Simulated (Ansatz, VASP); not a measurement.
# Cross-check of GaMoPt (GaMoPt in the AlB2 type) between VASP and Ansatz, part 2 of 2

Wanted: the spread between two codes on one cell, functional and k mesh. The cell is generated by rule, not measured, and may not be a known phase. Of the first pair: The two relaxations start from unlike cells of this crystal (the structure described is Ansatz's start), so only their ends are compared.

VASP 6.6.1 and Ansatz 0.2.0.

So far: The structure; Ansatz: relaxation of cell and atoms, PBE; VASP: relaxation of cell and atoms, PBE; Comparison.

**5. VASP: zone-centre phonons, PBE**

Level of this step: PBE; plane waves and PAW (Mo_sv, Ga_d, Pt); invented cell (VASP).

Second derivatives magnify differences that forces hide, and they need a tight electronic threshold.

File INCAR:

```
SYSTEM = GaMoPt
PREC = Accurate
ENCUT = 500
EDIFF = 1E-08
NELM = 120
ISMEAR = 1
SIGMA = 0.2
LREAL = .FALSE.
ALGO = Normal
GGA = PE
NBANDS = 24
LASPH = .TRUE.
LORBIT = 11
LWAVE = .FALSE.
LCHARG = .FALSE.
ISIF = 2
IBRION = 8
GGA_COMPAT = .FALSE.
KPAR = 2
```

File POSCAR:

```
GaMoPt
1.0
    4.3847911983     -0.0000033224      0.0000000000
   -2.1923927219      3.7973422292      0.0000000000
    0.0000000000      0.0000000000      2.7608164902
Mo Ga Pt
1 1 1
Direct
    0.0000000000      0.0000000000      0.0000000000
    0.3333333333      0.6666666667      0.5000000000
    0.6666666667      0.3333333333      0.5000000000
```

File KPOINTS:

```
Automatic mesh
0
Gamma
4 4 6
0 0 0
```

The projector-augmented-wave data sets are Mo_sv, Ga_d and Pt (PBE family, release 64).

Started as:

```bash
$ mpirun -np 2 vasp_std
```

Numbers of over 12 decimals in the logs are rounded to 6 here.

The log of the run:

```text
[... set-up lines as in an earlier step ...]
 entering main loop
       N       E                     dE             d eps       ncg     rms          rms(c)
DAV:   1     0.325120113465E+03    0.32512E+03   -0.17839E+04   792   0.228E+03
DAV:   2     0.587565557021E+00   -0.32453E+03   -0.31516E+03   824   0.534E+02
DAV:   3    -0.216316041816E+02   -0.22219E+02   -0.21917E+02   944   0.116E+02
DAV:   4    -0.220076343438E+02   -0.37603E+00   -0.37571E+00   832   0.166E+01
[...]
DAV:  14    -0.205480137345E+02    0.22850E-06   -0.14334E-07  1032   0.305E-03    0.686E-04
DAV:  15    -0.205480136948E+02    0.39776E-07   -0.15677E-08   536   0.981E-04    0.155E-04
DAV:  16    -0.205480136991E+02   -0.43110E-08   -0.13714E-09   424   0.510E-04
   1 F= -.20548014E+02 E0= -.20551594E+02  d E =0.107398E-01
 Linear response reoptimize wavefunctions to high precision
DAV:   1    -0.205480136950E+02    0.40354E-08   -0.26420E-10   440   0.171E-04
DAV:   2    -0.205480136951E+02   -0.84583E-10   -0.72237E-11   416   0.948E-05
 Linear response DOF=           6
 Linear response progress:
[...]
RMM:  12    -0.261614369519E+00   -0.18515E-06   -0.54389E-08  4192   0.607E-05    0.762E-06
RMM:  13    -0.261614419412E+00   -0.49894E-07    0.37468E-10  4193   0.322E-05    0.125E-06
RMM:  14    -0.261614423496E+00   -0.40839E-08    0.39733E-09  3681   0.239E-05    0.498E-07
 first order change of Fermi-energy   0.25805E-03
 force on displaced ion       3 direction 1 : -12.061   0.005   0.000
 Linear response progress:
  Degree of freedom:   6/  6
       N       E                     dE             d eps       ncg     rms          rms(c)
RMM:   1    -0.235407658056E+00   -0.23541E+00   -0.25208E-01  1693   0.226E+00
RMM:   2    -0.231762588989E+00    0.36451E-02   -0.21841E-02  1641   0.583E-01    0.137E-01
RMM:   3    -0.231012566360E+00    0.75002E-03   -0.74567E-04  1622   0.131E-01    0.781E-02
RMM:   4    -0.230629958005E+00    0.38261E-03   -0.93776E-04  1633   0.119E-01    0.196E-02
[...]
RMM:  12    -0.230518696300E+00   -0.23727E-06    0.20073E-09  1700   0.448E-05    0.251E-06
RMM:  13    -0.230518707150E+00   -0.10849E-07    0.11808E-08  1886   0.244E-05    0.141E-06
RMM:  14    -0.230518698937E+00    0.82124E-08   -0.15125E-08  1363   0.176E-05    0.835E-07
 first order change of Fermi-energy   0.33058E-03
 force on displaced ion       3 direction 3 :  -0.000   0.000  -3.503
 Linear response finished
```

Parts of OUTCAR (step 5):

```text
  Total        0.0521993      0.0521993     -0.1741059     -0.0000000     -0.0000000      0.0000000
  in kB        1.8193197      1.8193197     -6.0681735     -0.0000000     -0.0000000      0.0000000
  external PRESSURE =      -0.8098447 kB  Pullay stress =       0.0000000 kB

 POSITION                                       TOTAL-FORCE (eV/Angst)
 -----------------------------------------------------------------------------------
      0.00000      0.00000      0.00000         0.000000      0.000000      0.000000
      0.00000      2.53156      1.38041        -0.000000      0.000000      0.000000
      2.19240      1.26578      1.38041         0.000000     -0.000000      0.000000
 -----------------------------------------------------------------------------------
    total drift:                                0.000001     -0.000000     -0.000000

[... 2 further parts left out ...]
```

**6. Ansatz: zone-centre phonons, PBE**

The same cell, functional, mesh and smearing now go to Ansatz, which takes its cutoff from its data sets.

The cell is taken from a series of runs on this material, whose earlier steps may have relaxed, scaled, displaced or heated it; both programs get it as it stands.

File input.yaml:

```yaml
crystal:
  lattice:
    - [4.3847911983, -3.3224e-06, 0.0]
    - [-2.1923927219, 3.7973422292, 0.0]
    - [0.0, 0.0, 2.7608164902]
  atoms:
    - { symbol: Mo, position: [0.0, 0.0, 0.0] }
    - { symbol: Ga, position: [0.3333333333, 0.6666666667, 0.5] }
    - { symbol: Pt, position: [0.6666666667, 0.3333333333, 0.5] }
kpoints:
  mp_grid: { grid: [4, 4, 6] }
hamiltonian:
  xc: pbe
  pseudopotentials: { kind: paw, azcp: { folder: soft_1 } }
scf:
  occupations: { method: methfessel_paxton, width: 0.2 }
output:
  eigenvalues: true
phonons:
  method: dfpt
  qmesh: [2, 2, 2]
  temperatures: { t_max: 1000, t_step: 50 }
  qpath:
    path:
      - [[0.0, 0.0, 0.0], [0.5, 0.0, 0.0], [0.33333333, 0.33333333, 0.0], [0.0, 0.0, 0.0], [0.0, 0.0, 0.5], [0.5, 0.0, 0.5], [0.33333333, 0.33333333, 0.5], [0.0, 0.0, 0.5]]
      - [[0.5, 0.0, 0.5], [0.5, 0.0, 0.0]]
      - [[0.33333333, 0.33333333, 0.5], [0.33333333, 0.33333333, 0.0]]
    npoints: 10
```

Started as:

```bash
$ ansatz run input.yaml --threads 4 --pin off --max-ram 12288MiB --backend cpu --events-out ev --progress --plain --runs-dir out
```

The log of the run:

```text
[...]
Crystal: 3 atoms, lattice volume = 45.969 Å³
Basis set: ecut = 420 eV, 915 PW (Γ), exchange–correlation on 60×60×40 points (8 copies of the dense FFT grid, shifted against one another)
Bands: 27, of which v1, the nominal top of the filled ones, is band 23 counted from 1 (22 counted from 0)
Symmetry: 12 space group operations
k-points: 16 of 96 (time reversal used)
[...]
largest difference from the sums on the solved wave vectors: F 6.77e-2 eV, S 9.99e-5 and C_V 3.23e-5 eV/K
  zero-point energy: 0.082124 eV/cell   skipped modes (ω ≤ 0): 3   left out of the sums: 5.92e-5 of the cell's modes: C_V's classical limit lies that fraction below 3 k_B per atom; for a crystal, a wire or a layer, F and S can be off by more, and a phonons.interpolated_qmesh denser along its periods is the remedy for the sampling
[key lines of the parts left out:]
SCF converged after 11 iterations
Free energy (F): -21264.403828 eV
Fermi energy:    19.387312 eV
```

**7. Differences**

What differs besides the data sets and the points named for the pairs above, as far as they apply: VASP's run holds the zone centre alone; the data sets hold 45 valence electrons in Ansatz (on its PAW soft_1 files) and 37 in VASP. Total energies have different zeros and are not compared.

The two programs side by side:

```tsv
quantity	Ansatz	VASP	difference
optical mode 1 (cm⁻¹)	76.5	76.3	+0.28 %
optical mode 2 (cm⁻¹)	138.3	138.4	-0.05 %
optical mode 3 to 4 (cm⁻¹)	156.9	157.5	-0.37 %
optical mode 5 to 6 (cm⁻¹)	235.2	236.2	-0.39 %
```

Modes are paired by rising frequency, not by their patterns, so a pair may set unlike modes beside each other; they are those without the splitting of longitudinal modes.

**8. Outcome**

| Quantity | Value |
| --- | --- |
| difference in volume (relaxation of cell and atoms, PBE) | -0.081 % |
| r.m.s. difference of the optical zone-centre modes, each program's sorted by frequency (zone-centre phonons, PBE) | 0.64 cm⁻¹ |

In words: The difference in volume is -0.081 % (relaxation of cell and atoms, PBE), within the 1.2 % picked in this series as the mark of a large difference, as far as the stopping tolerances let one tell. The data sets hold unlike numbers of valence electrons (45 in Ansatz and 37 in VASP), so part of the differences comes from the potentials. Such differences can come from data sets, numerical settings and the points named under the comparisons, not from the functional's error against experiment.

[Lines on the potential files, build, host, timing and source positions are cut from VASP's logs without a mark.]

[Logs are printed without paths, hosts, clocks, repeated set-up lines and the standing remarks that a program may print on its own settings, such as how far it seeks lower states.]

[Hosts, paths, dates, database ids (printed as entryN), source tags and the programs' standing remarks are cut or masked in the printed files.]
